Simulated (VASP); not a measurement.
Here is the system:

```xyz
4
Lattice="4.5500 0.0000 0.0000 -2.2750 3.9404 0.0000 0.0000 0.0000 22.4737" Properties=species:S:1:pos:R:3 pbc="T T T"
Mg     0.0000     2.6269    11.6950
Mg     2.2750     1.3135     8.0000
Te     0.0000     2.6269    14.4737
Te     2.2750     1.3135    10.7787
```

All values below come from PBE GGA, VASP's PBE PAW potentials (set 64) (plane waves; VASP). Numerical set-up: 300 eV cut-off, 4×4×1 Γ-centred mesh, Gaussian smearing of 0.050 eV, potentials Mg Te.

The cell holds a wide vacuum, so values per volume refer to the whole cell.

Problem. Give the energies of bands 3 to 11 at the high-symmetry points, in eV from the Fermi level.

Solution. 
| band | Γ | M | K |
|---|---|---|---|
| 3 | -3.85 | -4.10 | -3.79 |
| 4 | -1.90 | -3.00 | -3.13 |
| 5 | -1.44 | -2.07 | -2.86 |
| 6 | -1.44 | -1.39 | -1.02 |
| 7 | -0.78 | -1.12 | -0.95 |
| 8 | 0.42 | 0.01 | -0.91 |
| 9 | 0.42 | 0.17 | 0.53 |
| 10 | 1.97 | 0.63 | 1.32 |
| 11 | 3.02 | 2.49 | 1.34 |

It has no gap at this level: it comes out as a metal or semimetal.

The cell is a sheet with vacuum, built from a generated structure.
